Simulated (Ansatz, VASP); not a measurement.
**RbBH4 in two plane-wave programs**

Wanted: the spread between two codes on one cell, functional and k mesh. The cell is taken from a series of runs on this material, whose earlier steps may have relaxed, scaled, displaced or heated it; both programs get it as it stands.

Program: Ansatz 0.2.0. Level of theory: plane waves, with VASP 6.6.1 beside it; G0W0 gap at PBEsol. Results are calculated unless marked as measured.

### Step 1. Starting point

It takes space group F-43m (No. 216, cubic). The conventional cell has a = 6.906 Å, b = 6.906 Å, c = 6.906 Å, α = 90.00°, β = 90.00°, γ = 90.00°. Nearest to Rb lie 12 H at 2.92 Å and 6 B at 3.45 Å. Nearest to B lie 4 H at 1.23 Å and 6 Rb at 3.45 Å. Nearest to H lie 1 B at 1.23 Å and 6 H at 2.00 to 2.88 Å and 3 Rb at 2.92 Å. Farther neighbours are not listed.

Structure file:

```xyz
6
Lattice="0.0000 3.4532 3.4532 3.4532 0.0000 3.4532 3.4532 3.4532 0.0000" Properties=species:S:1:pos:R:3 pbc="T T T"
Rb    0.0000    0.0000    0.0000
B     3.4532    3.4532    3.4532
H     4.1606    4.1606    4.1606
H     4.1606    2.7459    2.7459
H     2.7459    2.7459    4.1606
H     2.7459    4.1606    2.7459
```

### Step 2. VASP: G0W0 gap, PBEsol

Quasiparticle shifts depend on high empty states and on the cores, so they are the hardest test of two PAW sets.

Lines of VASP's logs that name or quote its potential files are left out, and so is its time.

The run reads the wave functions of an earlier VASP run, which isn't shown here.

Contents of INCAR:

```
SYSTEM = RbBH4
PREC = Accurate
ENCUT = 340
ISMEAR = 0
SIGMA = 0.01
LREAL = .FALSE.
GGA = PS
NBANDS = 62
ALGO = EVGW0
NELMGW = 1
ENCUTGW = 114.29
NOMEGA = 64
PRECFOCK = Fast
NBANDSGW = 16
LWAVE = .FALSE.
LCHARG = .FALSE.
```

Contents of POSCAR:

```
RbBH4
1.0
    0.0000000000      3.4532402200      3.4532402200
    3.4532402200      0.0000000000      3.4532402200
    3.4532402200      3.4532402200      0.0000000000
Rb B H
1 1 4
Direct
    0.0000000000      0.0000000000      0.0000000000
    0.5000000000      0.5000000000      0.5000000000
    0.6024152000      0.6024152000      0.6024152000
    0.1927544000      0.6024152000      0.6024152000
    0.6024152000      0.6024152000      0.1927544000
    0.6024152000      0.1927544000      0.6024152000
```

Contents of KPOINTS:

```
Automatic mesh
0
Gamma
2 2 2
0 0 0
```

Potentials, in the order of the species: Rb_sv_GW, B_GW and H_GW (PBE family, release 64).

Launch:

```bash
export OMP_NUM_THREADS=5
mpirun -np 1 vasp_std
```

Numbers of over 12 decimals in the logs are rounded to 6 here.

Log:

```text
[banner, memory and clock lines left out]
running    1 mpi-ranks, on    1 nodes
 distrk:  each k-point on    1 cores,    1 groups
 distr:  one band on    1 cores,    1 groups
 Offloading initialized ...    1 GPUs detected
 POSCAR found type information on POSCAR RbB H
 POSCAR found :  3 types and       6 ions
|                                                                             |
|               ----> ADVICE to this user running VASP <----                  |
|                                                                             |
|     You enforced a specific xc type in the INCAR file but a different       |
|     [... a line on the potential file left out ...]
|     I HOPE YOU KNOW WHAT YOU ARE DOING!                                     |
|                                                                             |

|                                                                             |
|           W    W    AA    RRRRR   N    N  II  N    N   GGGG   !!!           |
|           W    W   A  A   R    R  NN   N  II  NN   N  G    G  !!!           |
|           W    W  A    A  R    R  N N  N  II  N N  N  G       !!!           |
|           W WW W  AAAAAA  RRRRR   N  N N  II  N  N N  G  GGG   !            |
|           WW  WW  A    A  R   R   N   NN  II  N   NN  G    G                |
|           W    W  A    A  R    R  N    N  II  N    N   GGGG   !!!           |
|                                                                             |
|     The default for ENCUTGWSOFT is different in this version of VASP.       |
|     please manually set ENCUTGWSOFT =114.29 in the INCAR file.              |
|                                                                             |

 LDA part: xc-table for (Slater+PW92), standard interpolation
 found WAVECAR, reading the header
 POSCAR, INCAR and KPOINTS ok, starting setup
 FFT: planning ... GRIDC
 FFT: planning ... GRID_SOFT
 FFT: planning ... GRID
 reading WAVECAR
 the WAVECAR file was read successfully
 initial charge from wavefunction
 available memory per node:   1584.61 GB, setting MAXMEM to   1622636

 The Fermi energy was updated, please check that it is located mid-gap
 values below the HOMO (VB) or above the LUMO (CB) will cause erroneous energies
 E-fermi :   0.1840

 calculate exact exchange contribution
 the WAVEDER file was read successfully
energies w=
    0.000    0.000    0.619    0.000    1.237    0.000    1.852    0.000
    2.463    0.000    3.069    0.000    3.669    0.000    4.261    0.000
    4.847    0.000    5.424    0.000    5.994    0.000    6.555    0.000
    7.109    0.000    7.656    0.000    8.195    0.000    8.728    0.000
    9.256    0.000    9.779    0.000   10.298    0.000   10.814    0.000
   11.329    0.000   11.842    0.000   12.356    0.000   12.871    0.000
   13.389    0.000   13.911    0.000   14.438    0.000   14.973    0.000
   15.516    0.000   16.069    0.000   16.635    0.000   17.215    0.000
   17.813    0.000   18.429    0.000   19.068    0.000   19.732    0.000
   20.424    0.000   21.150    0.000   21.913    0.000   22.719    0.000
   23.574    0.000   24.484    0.000   25.459    0.000   26.508    0.000
   27.644    0.000   28.879    0.000   30.231    0.000   31.721    0.000
   33.374    0.000   35.223    0.000   37.307    0.000   39.679    0.000
   42.405    0.000   45.576    0.000   49.313    0.000   53.783    0.000
   59.229    0.000   66.006    0.000   74.667    0.000   86.113    0.000
  101.925    0.000  125.153    0.000  162.529    0.000  232.452    0.000
 responsefunction array rank=     259
 LDA part: xc-table for (Slater+PW92), standard interpolation

 min. memory requirement per mpi rank    215.7 MB, per node    215.7 MB

 allocating  64 responsefunctions rank=   259
 shmem allocating  64 responsefunctions rank=   259
 response function shared by NCSHMEM nodes    1
 Doing            64  frequencies on each core in blocks of            64
NQ=   1    0.0000    0.0000    0.0000,
|.........|.........|.........|.........|.........|.........|.........|.........
 performed         12000 updates of chi_q(r,r)
 total number of BLAS operations          6.90 Gflops
NQ=   2    0.5000    0.0000    0.0000,
|.........|.........|.........|.........|.........|.........|.........|.........
 performed         34000 updates of chi_q(r,r)
 total number of BLAS operations         16.38 Gflops
NQ=   3    0.5000    0.5000    0.0000,
|.........|.........|.........|.........|.........|.........|.........|.........
 performed         54000 updates of chi_q(r,r)
 total number of BLAS operations         24.58 Gflops
 resolving degeneracies of screened two electron integrals

 calculate QP shifts <psi_nk| G(iteration)W_0 |psi_nk>: iteration 1
 entering main loop
```

OUTCAR, selected parts (step 2):

```text
ion  position               nearest neighbor table
   1  0.000  0.000  0.000-
   2  0.500  0.500  0.500-   4 1.23   6 1.23   5 1.23   3 1.23
   3  0.602  0.602  0.602-   2 1.23
   4  0.193  0.602  0.602-   2 1.23
   5  0.602  0.602  0.193-   2 1.23
   6  0.602  0.193  0.602-   2 1.23

  LATTYP: Found a face centered cubic cell.
 ALAT       =     6.9064804400

 Subroutine GETGRP returns: Found 24 space group operations
 (whereof 24 operations were pure point group operations)

The static configuration has the point symmetry T_d .

 Found      3 irreducible k-points:

   k-points           NKPTS =      3   k-points in BZ     NKDIM =      8   number of bands    NBANDS=     62

   dimension x,y,z NGX =    30 NGY =   30 NGZ =   30
   dimension x,y,z NGXF=    60 NGYF=   60 NGZF=   60

   ENCUT  =  340.0 eV  24.99 Ry    5.00 a.u.   7.34  7.34  7.34*2*pi/ulx,y,z

   NELECT =      16.0000    total number of electrons

  energy-cutoff  :      340.00
  volume of cell :       82.36
      direct lattice vectors                 reciprocal lattice vectors
     0.000000000  3.453240220  3.453240220    -0.144791549  0.144791549  0.144791549
     3.453240220  0.000000000  3.453240220     0.144791549 -0.144791549  0.144791549
     3.453240220  3.453240220  0.000000000     0.144791549  0.144791549 -0.144791549

 k-points in reciprocal lattice and weights: Automatic mesh
   0.00000000  0.00000000  0.00000000       0.125
   0.50000000  0.00000000  0.00000000       0.500
   0.50000000  0.50000000  0.00000000       0.375

 E-fermi :   0.1840

 QP shifts <psi_nk| G(iteration)W_0 |psi_nk>: iteration 1
 for sc-GW calculations column KS-energies equals QP-energies in previous step
 and V_xc(KS)=  KS-energies - (<T + V_ion + V_H > + <T+V_H+V_ion>^1  + <V_x>^1)
 k-point   1 :       0.0000    0.0000    0.0000
  band No.  KS-energies  QP-energies   sigma(KS)   V_xc(KS)     V^pw_x(r,r')   Z            occupation Imag(sigma)
    ...
      5      -8.4729     -10.3060     -14.2679     -11.6925     -18.6734       0.7118       2.0000       0.2964
      6      -2.7511      -4.5329     -14.4678     -12.2420     -16.8007       0.8005       2.0000       0.0686
      7      -2.7511      -4.5329     -14.4678     -12.2420     -16.8007       0.8005       2.0000       0.0686
      8      -2.7511      -4.5329     -14.4678     -12.2420     -16.8007       0.8005       2.0000       0.0686
      9       3.3847       4.5773      -6.2670      -7.6973      -3.4195       0.8338       0.0000      -0.0545
     10       4.7170       6.1531      -6.0580      -7.7596      -3.2767       0.8439       0.0000      -0.0573
     11       4.7170       6.1531      -6.0580      -7.7596      -3.2767       0.8439       0.0000      -0.0573
     12       4.7170       6.1531      -6.0580      -7.7596      -3.2767       0.8439       0.0000      -0.0573
    ...

 k-point   2 :       0.5000    0.0000    0.0000
  band No.  KS-energies  QP-energies   sigma(KS)   V_xc(KS)     V^pw_x(r,r')   Z            occupation Imag(sigma)
    ...
      5      -7.7145      -9.5081     -15.4229     -12.9184     -19.4874       0.7162       2.0000       0.2018
      6      -3.8630      -5.7381     -13.3466     -10.9738     -15.6420       0.7903       2.0000       0.0801
      7      -3.0080      -4.7931     -14.1609     -11.9178     -16.4766       0.7958       2.0000       0.0715
      8      -3.0080      -4.7931     -14.1609     -11.9178     -16.4766       0.7958       2.0000       0.0715
      9       4.4106       5.4567      -5.7067      -6.9455      -2.9543       0.8444       0.0000      -0.0545
     10       5.5662       6.9845      -6.7485      -8.4488      -3.8717       0.8341       0.0000      -0.0665
     11       6.9085       8.3684      -6.3482      -8.0890      -3.4908       0.8387       0.0000      -0.0685
     12       6.9085       8.3684      -6.3482      -8.0890      -3.4908       0.8387       0.0000      -0.0685
    ...

 k-point   3 :       0.5000    0.5000    0.0000
  band No.  KS-energies  QP-energies   sigma(KS)   V_xc(KS)     V^pw_x(r,r')   Z            occupation Imag(sigma)
    ...
      5      -8.0793      -9.8695     -14.6387     -12.1027     -18.9851       0.7059       2.0000       0.2534
      6      -3.5029      -5.3342     -14.0316     -11.6993     -16.3755       0.7852       2.0000       0.0740
      7      -2.8591      -4.6271     -14.4084     -12.1894     -16.7162       0.7968       2.0000       0.0690
      8      -2.8591      -4.6271     -14.4084     -12.1894     -16.7162       0.7968       2.0000       0.0690
      9       3.1191       4.2163      -5.4940      -6.7844      -2.8264       0.8503       0.0000      -0.0551
     10       5.4623       6.8218      -5.9592      -7.5788      -2.9532       0.8394       0.0000      -0.0569
     11       6.9601       8.1859      -6.2779      -7.7705      -3.2243       0.8213       0.0000      -0.0866
     12       7.4267       9.4947      -7.1059      -9.5480      -4.2023       0.8468       0.0000      -0.0733
    ...
```

### Step 3. Ansatz: G0W0 gap, PBEsol

Ansatz runs on norm-conserving files, of PseudoDojo where its log says so.

The same cell, functional and mesh now go to Ansatz.

Contents of input.yaml:

```yaml
crystal:
  lattice:
    - [0.0, 3.45324022, 3.45324022]
    - [3.45324022, 0.0, 3.45324022]
    - [3.45324022, 3.45324022, 0.0]
  atoms:
    - { symbol: Rb, position: [0.0, 0.0, 0.0] }
    - { symbol: B, position: [0.5, 0.5, 0.5] }
    - { symbol: H, position: [0.6024152, 0.6024152, 0.6024152] }
    - { symbol: H, position: [0.1927544, 0.6024152, 0.6024152] }
    - { symbol: H, position: [0.6024152, 0.6024152, 0.1927544] }
    - { symbol: H, position: [0.6024152, 0.1927544, 0.6024152] }
kpoints:
  mp_grid: { grid: [2, 2, 2] }
hamiltonian:
  xc: pbesol
  pseudopotentials: { kind: nc, accuracy: standard }
scf:
  occupations: { method: fixed }
gw:
  n_empty_bands: 54
  ecut_chi: 114.29
  qp_bands: [v2, c2]
  qp_kpoints: [[0.0, 0.0, 0.0], [0.5, 0.5, 0.0]]
  screening: { model: contour_deformation }
  pair_densities: pseudo
basis:
  ecutwfc: 925.19
```

Launch:

```bash
ansatz run input.yaml --threads 1 --pin off --max-ram 1382MiB --backend cpu --events-out ev --progress --plain --runs-dir out
```

Log:

```text
Warning: basis.ecutwfc = 925.19 eV is below the records' recommended 1034.032677 eV, and the density's cutoff is lower with it unless basis.ecutrho_ratio is high enough to keep the records' density cutoff: compare with a run at a higher cutoff
Engine: ansatz 0.2.0, aarch64-unknown-linux-gnu
Pseudopotentials: kind: nc
Pseudopotential: Rb, nc, valence charge 9, recommended cutoff 625.861884 eV (normal), Rb.nc.azcp (PseudoDojo's, or run here from an input of PseudoDojo's; its table is named by hamiltonian.pseudopotentials.accuracy)
Pseudopotential: B, nc, valence charge 3, recommended cutoff 1034.032677 eV (normal), B.nc.azcp (PseudoDojo's, or run here from an input of PseudoDojo's; its table is named by hamiltonian.pseudopotentials.accuracy)
Pseudopotential: H, nc, valence charge 1, recommended cutoff 979.609905 eV (normal), H.nc.azcp (PseudoDojo's, or run here from an input of PseudoDojo's; its table is named by hamiltonian.pseudopotentials.accuracy)
Functional definition: PBEsol
  exchange = pbesol_x
  correlation = pbesol_c
Crystal: 6 atoms, lattice volume = 82.359 Å³
Basis set: ecut = 925.19 eV, 5209 PW (Γ)
Bands: 14, of which v1, the nominal top of the filled ones, is band 8 counted from 1 (7 counted from 0)
Symmetry: 24 space group operations
Space group: F-43m (ITA 216), of the structure as read, at distance tolerance 4.4e-5 Å
k-points: 3 of 8
Non-local potential: Rb, projectors of the file, l = 0: 2, l = 1: 2, l = 2: 2
Non-local potential: B, projectors of the file, l = 0: 2, l = 1: 2
Non-local potential: H, projectors of the file, l = 0: 2, l = 1: 1
Initial density: superposition of atomic densities (chi_scale 0.1, normalization cell, long waves kept (reshape's long-wave potential 0.00 eV rms))
Initial wavefunctions: pseudopotential atomic-orbital guess
Functional: x = pbesol(κ = 0.804, μ = 0.123457), c = pbesol(β = 0.046)
SCF iter   1: F=—  HF=-882.941973 eV  |F-HF|=—  |Δ(HF+E_count)|=         —  Δρ=7.45e-2  dr2=6.57e0  ethr=3.10e-3  ⟨swp⟩=5.3  Hψ=240  notcnv=0  defer=8
preconditioner: auto → none  [insulator: Δε(μ)=7.798 eV  Ē_g=14.019 eV  n_scr=14 (ndim 8)  ℏωp=15.3 eV  f_vac=0.000  ε∞_Penn≈2.2]
SCF iter   2: F=—  HF=-880.741392 eV  |F-HF|=—  |Δ(HF+E_count)|=    2.20e0  Δρ=2.83e-2  dr2=5.08e-1  ethr=3.10e-3  ⟨swp⟩=4.0  Hψ=105  notcnv=0  defer=11
SCF iter   3: F=—  HF=-880.605256 eV  |F-HF|=—  |Δ(HF+E_count)|=   1.36e-1  Δρ=8.62e-3  dr2=5.35e-2  ethr=3.10e-3  ⟨swp⟩=2.7  Hψ=73  notcnv=0  defer=9
SCF iter   4: F=—  HF=-880.595766 eV  |F-HF|=—  |Δ(HF+E_count)|=   9.49e-3  Δρ=8.05e-4  dr2=4.63e-4  ethr=3.34e-4  ⟨swp⟩=3.7  Hψ=68  notcnv=0  defer=11
SCF iter   5: F=—  HF=-880.596528 eV  |F-HF|=—  |Δ(HF+E_count)|=   7.61e-4  Δρ=2.12e-4  dr2=2.23e-5  ethr=2.89e-6  ⟨swp⟩=3.7  Hψ=82  notcnv=0  defer=10
SCF iter   6: F=—  HF=-880.596527 eV  |F-HF|=—  |Δ(HF+E_count)|=   3.57e-7  Δρ=4.37e-5  dr2=5.96e-7  ethr=1.39e-7  ⟨swp⟩=2.0  Hψ=53  notcnv=0  defer=9
SCF iter   7: F=-880.596528 eV  HF=-880.596528 eV  |F-HF|=9.93e-9  |Δ(HF+E_count)|=   3.35e-7  Δρ=4.66e-6  dr2=1.78e-8  ethr=6.25e-10  ⟨swp⟩=12.7  Hψ=313  notcnv=0
SCF 1 converged in 7 iterations: F = -880.596528 eV  dr2 = 1.78e-8
NSCF: frozen V_eff on 3 k-points
G₀W₀ screening: q 1/3
[... further progress lines ...]
NSCF: frozen V_eff on 1 k-points
NSCF: frozen V_eff on 1 k-points
SCF converged after 7 iterations
Free energy (F): -880.596528 eV
Harris-Foulkes:  -880.596528 eV  (|F-HF|=9.93e-9)
Internal energy: -880.596528 eV  (E = F + TS)
E sigma→0 (E₀):  -880.596528 eV
Fermi energy:    -0.827695 eV
--- Per-component energies (eV) ---
  E_band       = -120.530875
  E_kinetic    = 315.256501
  E_local      = -523.740891  (includes V_loc(G=0)·N_el)
  E_nonlocal   = -40.661039
  E_hartree    = 179.847271
  E_xc         = -261.962542
  E_vxc        = -231.082142  (∫ρ·V_xc dr)
  E_ewald      = -549.335828
  E_smearing   = -0.000000  (= −TS)
  E_closure    = 0.000000  (closes the sum)
  Σ components = -880.596528   (vs F -880.596528, Δ=0.00e0)
--- Band table (eV) ---
  k-point 0: bands = [... 4 lower, -6.5425, -0.8277, -0.8277, -0.8277, 5.3297, 6.6646, 6.6646, 6.6646, ... 2 higher]
  k-point 1: bands = [... 4 lower, -5.7931, -1.9363, -1.0859, -1.0859, 6.3565, 7.5053, 8.8544, 8.8544, ... 2 higher]
  k-point 2: bands = [... 4 lower, -6.1550, -1.5814, -0.9383, -0.9383, 5.0664, 7.4067, 8.9021, 9.3741, ... 2 higher]
--- G₀W₀: contour deformation, 5 samples at zero and on the imaginary axis and 1 off it, 8 q-points, 54 empty bands' worth ---
  eigenvalues of the whole cell's RPA ε∞ on this k-mesh (on a slab, of 1 + 4πα/V) = 2.3355, 2.3355, 2.3355; static W/v taken at q = 0 is 0.428177
  bands read: the sum over 62 bands ends inside a degenerate multiplet in 2 slots, whose members it reads at an even weight; the widest, k=0: bands 62 to 64 (counted from 1) at 1/3 each
    ik  band        ε_KS         Σx   Σc(E_QP)       V_xc       Z   E_QP_lin       E_QP  E_QP is
     0     7     -0.8277   -16.8763     2.8386   -12.2612  0.7993    -2.6452    -2.6042  root
     0     8     -0.8277   -16.8763     2.8386   -12.2612  0.7993    -2.6452    -2.6042  root
     0     9      5.3297    -3.4808    -3.0857    -7.6971  0.8473     6.4722     6.4602  root
     0    10      6.6646    -3.3276    -3.0290    -7.7768  0.8535     8.1047     8.0847  root
     2     7     -0.9383   -16.7941     2.8106   -12.2058  0.8003    -2.7571    -2.7161  root
     2     8     -0.9383   -16.7941     2.8106   -12.2058  0.8003    -2.7571    -2.7161  root
     2     9      5.0664    -2.8584    -2.8482    -6.7906  0.8587     6.1610     6.1504  root
     2    10      7.4067    -3.0128    -3.2723    -7.5794  0.8513     8.7181     8.7010  root
```

Reading the cycles: dr2 is the Hartree energy of the density residual (eV), the measure of convergence; HF is the Harris–Foulkes estimate of the energy, which meets the free energy F at convergence.

### Step 4. Differences

Known differences besides the potentials themselves: fixed occupations in Ansatz, narrow Gaussian smearing in VASP; the cutoff is 925.19 eV in Ansatz and 340 eV in VASP; VASP leaves aspherical gradient terms in its spheres out (LASPH is not set), Ansatz keeps them; Ansatz integrates over frequency by contour deformation, VASP on a grid of NOMEGA points; Ansatz's G0W0 levels solve the quasiparticle equation, VASP's are linearised; Ansatz's log warns that its cutoff lies below the recommended one. Total energies have different zeros and are not compared.

Both answers:

| quantity | Ansatz | VASP | difference |
| --- | --- | --- | --- |
| G0W0 gap on the mesh (eV) | 8.75 | 8.75 | +0.01 |
| Kohn-Sham gap under it (eV) | 5.89 | 5.87 | +0.02 |

### Step 5. Results

- difference in G0W0 gap on the mesh (G0W0 gap, PBEsol): 0.0054 eV

What this shows: The difference in G0W0 gap on the mesh is 0.0054 eV (G0W0 gap, PBEsol). Such differences can come from data sets, numerical settings and the points named under the comparisons, not from the functional's error against experiment.

[Lines on the potential files, build, host, timing and source positions are cut from VASP's logs without a mark.]

[Logs are printed without paths, hosts, clocks, repeated set-up lines and the standing remarks that a program may print on its own settings, such as how far it seeks lower states.]

[Hosts, paths, dates, database ids (printed as entryN), source tags and the programs' standing remarks are cut or masked in the printed files.]
